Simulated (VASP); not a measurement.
Data:

```
As
1.0
    3.64103    -1.93919    -0.04790
    3.64103     1.93919    -0.04790
    2.65046     0.00000     3.16148
As
2
Direct
  0.23027   0.23027   0.23027
  0.76973   0.76973   0.76973
```

These are vdW-DF-cx, VASP's PBE PAW potentials (set 64) (plane waves; VASP) values and carry that method's errors. Run with 520 eV cut-off, 12×12×12 Γ-centred mesh, first-order Methfessel-Paxton smearing of 0.10 eV, potentials As.

### Question
The ions and cell shape at fixed volume are relaxed. What does this cell relax into?

### Answer

```
As
1.0
    3.72785    -1.91300    -0.00528
    3.72785     1.91300    -0.00528
    2.75065     0.00000     3.16075
As
2
Direct
  0.22751   0.22751   0.22751
  0.77249   0.77249   0.77249
```
Space group R-3m (166), at a tolerance of 0.03 Å.

### Question
How much energy does the relaxation gain?

### Answer
The energy (σ→0) changes by -6.8 meV/atom, in 5 ionic steps.

```csv
step,E(σ→0) (eV),max force (eV/Å),pressure (GPa),volume (Å³)
1,-6.5838,0.308,-4.01,45.14
2,-6.5918,0.123,-3.37,45.14
3,-6.5943,0.050,-2.78,45.14
4,-6.5964,0.025,-2.58,45.14
5,-6.5974,0.009,-2.31,45.14
```

The compound is As in the a7 structure. This cell is one point of a volume scan, at 1.06 of the reference volume. Symmetry was kept, so distortions that lower it aren't found.
